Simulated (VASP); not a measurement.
Level of theory: revPBE GGA, VASP's PBE PAW potentials (set 64) (plane waves; VASP).

VASP ran on this input.

**INCAR**
```
# general
SYSTEM =PbF2
PREC   =Accurate
ENCUT  =520
LREAL  =F
LASPH  =T
ICHARG =11

# electronic loop
EDIFF  =1E-7
NELM   =100
ALGO   =Normal
LMAXMIX=4

# smearing
ISMEAR =0
SIGMA  =0.05

# functional
GGA    =RE

# output
LWAVE  =F
LCHARG =F
LORBIT =11
```

File POSCAR:
```
PbF2
1
    0.0000000000     3.0333611762     3.0333611762
    3.0333611762     0.0000000000     3.0333611762
    3.0333611762     3.0333611762     0.0000000000
Pb F
1 2
Direct
  0.0000000000   0.0000000000   0.0000000000
  0.2500000000   0.2500000000   0.2500000000
  0.7500000000   0.7500000000   0.7500000000
```

### KPOINTS
```
k-points along high-symmetry lines
15
Line-mode
Reciprocal
  0.000000   0.000000   0.000000 ! GAMMA
  0.500000   0.000000   0.500000 ! X

  0.500000   0.000000   0.500000 ! X
  0.625000   0.250000   0.625000 ! U

  0.375000   0.375000   0.750000 ! K
  0.000000   0.000000   0.000000 ! GAMMA

  0.000000   0.000000   0.000000 ! GAMMA
  0.500000   0.500000   0.500000 ! L

  0.500000   0.500000   0.500000 ! L
  0.500000   0.250000   0.750000 ! W

  0.500000   0.250000   0.750000 ! W
  0.500000   0.000000   0.500000 ! X
```

POTCAR, in this order: Pb_d F (PBE.64 set). Program: vasp_std. Read from the step before: CHGCAR.

Output of the run:

### OSZICAR
```
       N       E                     dE             d eps       ncg     rms          rms(c)
DAV:   1     0.296213793815E+03    0.29621E+03   -0.14987E+04  3272   0.175E+03
DAV:   2     0.145625747759E+02   -0.28165E+03   -0.27214E+03  3790   0.449E+02
DAV:   3    -0.125030608564E+02   -0.27066E+02   -0.26684E+02  3784   0.151E+02
DAV:   4    -0.134223277598E+02   -0.91927E+00   -0.91717E+00  3480   0.294E+01
DAV:   5    -0.134532357154E+02   -0.30908E-01   -0.30905E-01  3680   0.539E+00
DAV:   6    -0.134548356155E+02   -0.15999E-02   -0.15999E-02  4056   0.115E+00
DAV:   7    -0.134549003070E+02   -0.64692E-04   -0.64691E-04  3936   0.186E-01
DAV:   8    -0.134549025324E+02   -0.22254E-05   -0.22254E-05  3982   0.284E-02
DAV:   9    -0.134549025619E+02   -0.29507E-07   -0.29484E-07  2168   0.292E-03
   1 F= -.13454903E+02 E0= -.13454903E+02  d E =-.308241E-14
```

### OUTCAR
```
 val. band max:        1.2326708359   @ k =   0.5000   0.5000   0.5000

 cond. band min:       5.7391148517   @ k =   0.5000   0.0000   0.5000



 k-point     1 :       0.0000    0.0000    0.0000
  band No.  band energies     occupation
      1     -19.4170      2.00000
      2     -18.9207      2.00000
      3     -13.2415      2.00000
      4     -13.2415      2.00000
      5     -13.2415      2.00000
      6     -13.2165      2.00000
      7     -13.2165      2.00000
      8      -3.3909      2.00000
      9      -0.8048      2.00000
     10      -0.8047      2.00000
     11      -0.8047      2.00000
     12      -0.3343      2.00000
     13      -0.3342      2.00000
     14      -0.3342      2.00000
     15       7.9865      0.00000
     16       7.9865      0.00000
     17       7.9865      0.00000
     18      11.9928      0.00000

 k-point     2 :       0.0357    0.0000    0.0357
  band No.  band energies     occupation
      1     -19.4144      2.00000
      2     -18.9231      2.00000
      3     -13.2407      2.00000
      4     -13.2407      2.00000
      5     -13.2392      2.00000
      6     -13.2168      2.00000
      7     -13.2163      2.00000
      8      -3.4135      2.00000
      9      -0.8219      2.00000
     10      -0.8219      2.00000
     11      -0.7950      2.00000
     12      -0.3254      2.00000
     13      -0.3254      2.00000
     14      -0.3126      2.00000
     15       7.9183      0.00000
     16       8.0004      0.00000
     17       8.0004      0.00000
     18      12.0983      0.00000

 k-point     3 :       0.0714    0.0000    0.0714
  band No.  band energies     occupation
      1     -19.4065      2.00000
      2     -18.9302      2.00000
      3     -13.2385      2.00000
      4     -13.2385      2.00000
      5     -13.2327      2.00000
      6     -13.2176      2.00000
      7     -13.2157      2.00000
      8      -3.4788      2.00000
      9      -0.8699      2.00000
     10      -0.8699      2.00000
...
```

The density is held fixed in this step, so its total energy and stress have no physical meaning. Unless said otherwise, spin-orbit coupling is left out, though it shifts the bands of the heavy elements here.

The compound is PbF2 in the fluorite structure, the β form. It was relaxed first, which changed the volume by +7 %.
